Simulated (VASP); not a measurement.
Method: MS2 meta-GGA, VASP's PBE PAW potentials (set 64) (plane waves; VASP).

A VASP calculation is set up with these files.

File KPOINTS:
```
K-points
0
gamma
 11 11 11
0 0 0
```

### INCAR
```
LMIXTAU  =  .TRUE.
ISMEAR  =  1   # Methfessel-Paxton
LREAL  =  .FALSE.   # projection in real space or not
ENCUT  =  520   # plane-wave cut-off (eV)
NSW  =  60   # most ionic steps
SYSTEM  =  CoAl
METAGGA  =  MS2
PREC  =  Accurate
ALGO  =  Normal   # blocked Davidson
LCHARG  =  .FALSE.
LASPH  =  .TRUE.
LWAVE  =  .FALSE.
NELM  =  100
ISIF  =  3   # ions, shape and volume
EDIFFG  =  -0.01
IBRION  =  2
EDIFF  =  1E-6
SIGMA  =  0.1
LMAXMIX  =  4   # l cut-off of mixed one-centre charges
```

POSCAR:
```
CoAl
1
    2.8600000000     0.0000000000     0.0000000000
    0.0000000000     2.8600000000     0.0000000000
    0.0000000000     0.0000000000     2.8600000000
Al Co
1 1
Direct
  0.5000000000   0.5000000000   0.5000000000
  0.0000000000   0.0000000000   0.0000000000
```

POTCAR, in this order: Al Co (PBE.64 set). Program: vasp_std.

Output

### OUTCAR
```
 ion  position               nearest neighbor table
   1  0.500  0.500  0.500-   2 2.48   2 2.48   2 2.48   2 2.48   2 2.48   2 2.48   2 2.48   2 2.48
  LATTYP: Found a simple cubic cell.
 ALAT       =     2.8600000000
 Subroutine PRICEL returns:
 Original cell was already a primitive cell.
 Subroutine GETGRP returns: Found 48 space group operations
The static configuration has the point symmetry O_h .
The dynamic configuration has the point symmetry O_h .
 Subroutine INISYM returns: Found 48 space group operations
 Subroutine IBZKPT returns following result:
 Found     56 irreducible k-points:

 Following reciprocal coordinates:
            Coordinates               Weight
  0.000000  0.000000  0.000000      1.000000
  0.090909  0.000000  0.000000      6.000000
  0.181818  0.000000  0.000000      6.000000
  0.272727  0.000000  0.000000      6.000000
  0.363636  0.000000  0.000000      6.000000
  0.454545  0.000000  0.000000      6.000000
  0.090909  0.090909  0.000000     12.000000
  0.181818  0.090909  0.000000     24.000000
  0.272727  0.090909  0.000000     24.000000
  0.363636  0.090909  0.000000     24.000000
...
```

**OSZICAR**
```
       N       E                     dE             d eps       ncg     rms          rms(c)
DAV:   1     0.260485277021E+02    0.26049E+02   -0.53871E+03  1120   0.127E+03
DAV:   2    -0.262158271314E+02   -0.52264E+02   -0.49583E+02  1122   0.197E+02
DAV:   3    -0.277010893197E+02   -0.14853E+01   -0.14693E+01  1270   0.447E+01
DAV:   4    -0.277293296852E+02   -0.28240E-01   -0.28226E-01  1348   0.553E+00
DAV:   5    -0.277302604067E+02   -0.93072E-03   -0.93070E-03  1348   0.978E-01    0.229E+01
DAV:   6    -0.332496384269E+02   -0.55194E+01   -0.23238E+02  1230   0.256E+02    0.340E+01
DAV:   7    -0.190870917061E+02    0.14163E+02   -0.51677E+01  1236   0.113E+02    0.744E+00
DAV:   8    -0.186494898203E+02    0.43760E+00   -0.37358E+00  1376   0.288E+01    0.416E+00
DAV:   9    -0.186993949439E+02   -0.49905E-01   -0.16305E-01  1164   0.669E+00    0.206E+00
DAV:  10    -0.187276188876E+02   -0.28224E-01   -0.29062E-01  1260   0.112E+01    0.130E+00
DAV:  11    -0.187010668777E+02    0.26552E-01   -0.17831E-01  1250   0.789E+00    0.160E-01
DAV:  12    -0.187003867410E+02    0.68014E-03   -0.15801E-03  1204   0.697E-01    0.690E-02
DAV:  13    -0.187005893112E+02   -0.20257E-03   -0.10694E-03  1468   0.362E-01    0.568E-02
DAV:  14    -0.187003594927E+02    0.22982E-03   -0.38457E-04  1248   0.392E-01    0.284E-02
DAV:  15    -0.187002901901E+02    0.69303E-04   -0.41775E-05  1128   0.105E-01    0.137E-02
DAV:  16    -0.187002767209E+02    0.13469E-04   -0.19242E-06  1162   0.227E-02    0.367E-03
DAV:  17    -0.187002755519E+02    0.11689E-05   -0.15322E-07   560   0.620E-03    0.164E-03
DAV:  18    -0.187002749688E+02    0.58316E-06   -0.21976E-07   560   0.103E-02
   1 F= -.18700275E+02 E0= -.18700343E+02  d E =-.187003E+02
       N       E                     dE             d eps       ncg     rms          rms(c)
DAV:   1    -0.202925651340E+02   -0.15923E+01   -0.21295E+01  1214   0.826E+01    0.113E+01
DAV:   2    -0.216264902283E+02   -0.13339E+01   -0.52125E+01  1232   0.117E+02    0.133E+01
DAV:   3    -0.187172603957E+02    0.29092E+01   -0.20880E+01  1246   0.692E+01    0.171E+00
DAV:   4    -0.187174601904E+02   -0.19979E-03   -0.15601E-01  1154   0.372E+00    0.127E+00
DAV:   5    -0.187040424904E+02    0.13418E-01   -0.49825E-02  1440   0.293E+00    0.436E-01
DAV:   6    -0.187030681910E+02    0.97430E-03   -0.42060E-03  1250   0.116E+00    0.159E-01
DAV:   7    -0.187029794003E+02    0.88791E-04   -0.50204E-04  1310   0.397E-01    0.113E-01
DAV:   8    -0.187029840714E+02   -0.46711E-05   -0.28022E-04  1256   0.310E-01    0.229E-02
DAV:   9    -0.187029224238E+02    0.61648E-04   -0.12118E-04  1242   0.206E-01    0.153E-02
DAV:  10    -0.187029210135E+02    0.14103E-05   -0.23512E-05  1156   0.815E-02    0.318E-03
DAV:  11    -0.187029231247E+02   -0.21112E-05   -0.69956E-07   560   0.155E-02    0.153E-03
DAV:  12    -0.187029234762E+02   -0.35148E-06   -0.22401E-07   560   0.683E-03
   2 F= -.18702923E+02 E0= -.18702982E+02  d E =-.264851E-02
       N       E                     dE             d eps       ncg     rms          rms(c)
DAV:   1    -0.190929952904E+02   -0.39007E+00   -0.51322E+00  1198   0.416E+01    0.525E+00
DAV:   2    -0.195405537114E+02   -0.44756E+00   -0.14389E+01  1280   0.591E+01    0.708E+00
DAV:   3    -0.187305595959E+02    0.80999E+00   -0.49124E+00  1298   0.353E+01    0.651E-01
DAV:   4    -0.187298830348E+02    0.67656E-03   -0.31355E-02  1216   0.240E+00    0.579E-01
DAV:   5    -0.187267918988E+02    0.30911E-02   -0.34758E-02  1334   0.290E+00    0.197E-01
DAV:   6    -0.187260827221E+02    0.70918E-03   -0.10236E-02  1246   0.192E+00    0.101E-01
DAV:   7    -0.187258506249E+02    0.23210E-03   -0.18752E-03  1246   0.751E-01    0.351E-02
DAV:   8    -0.187258202652E+02    0.30360E-04   -0.12754E-04  1288   0.233E-01    0.520E-03
DAV:   9    -0.187258133863E+02    0.68789E-05   -0.16241E-05  1174   0.712E-02    0.695E-03
DAV:  10    -0.187258106559E+02    0.27304E-05   -0.18533E-06   676   0.271E-02    0.558E-03
DAV:  11    -0.187258072313E+02    0.34245E-05   -0.16443E-06   560   0.231E-02    0.162E-03
DAV:  12    -0.187258068749E+02    0.35641E-06   -0.62852E-07   560   0.142E-02
   3 F= -.18725807E+02 E0= -.18725867E+02  d E =-.255319E-01
```

**OUTCAR**
```
------------------------ aborting loop because EDIFF is reached ----------------------------------------
  FORCE on cell =-STRESS in cart. coord.  units (eV):
  Direction    XX          YY          ZZ          XY          YZ          ZX
  --------------------------------------------------------------------------------------
  Total        0.0093779      0.0093779      0.0093779     -0.0000000      0.0000000     -0.0000000
  in kB        0.6708460      0.6708460      0.6708460     -0.0000000      0.0000000     -0.0000000
  external PRESSURE =       0.6708460 kB  Pullay stress =       0.0000000 kB
  volume of cell :       22.40
      direct lattice vectors                 reciprocal lattice vectors
     2.818805450  0.000000000  0.000000000     0.354760205 -0.000000000  0.000000000
     0.000000000  2.818805450  0.000000000    -0.000000000  0.354760205  0.000000000
    -0.000000000 -0.000000000  2.818805450    -0.000000000 -0.000000000  0.354760205
 POSITION                                       TOTAL-FORCE (eV/Angst)
 -----------------------------------------------------------------------------------
      1.40940      1.40940      1.40940         0.000000      0.000000      0.000000
      0.00000      0.00000      0.00000        -0.000000     -0.000000      0.000000
 -----------------------------------------------------------------------------------
    total drift:                                0.000000      0.000000      0.000000
  FREE ENERGIE OF THE ION-ELECTRON SYSTEM (eV)
  ---------------------------------------------------
  free  energy   TOTEN  =       -18.7258068749 eV

  energy  without entropy=      -18.7259880965  energy(sigma->0) =      -18.72586728

 reached required accuracy - stopping structural energy minimisation
```
(Selected blocks of OUTCAR.)

File CONTCAR:
```
CoAl
   1.00000000000000
     2.8188054503211122    0.0000000000000000    0.0000000000000000
     0.0000000000000000    2.8188054503211122    0.0000000000000000
    -0.0000000000000000   -0.0000000000000000    2.8188054503211122
  Al              Co
     1     1
Direct
     0.5000000000000000    0.5000000000000000    0.5000000000000000
     0.0000000000000000    0.0000000000000000    0.0000000000000000
```

Energy and stress use the plane-wave basis of the starting cell.

The compound is CoAl in the CsCl type structure. This run relaxes it. Symmetry was kept, so distortions that lower it aren't found. The run is not spin-polarised, so no magnetic state was tried.
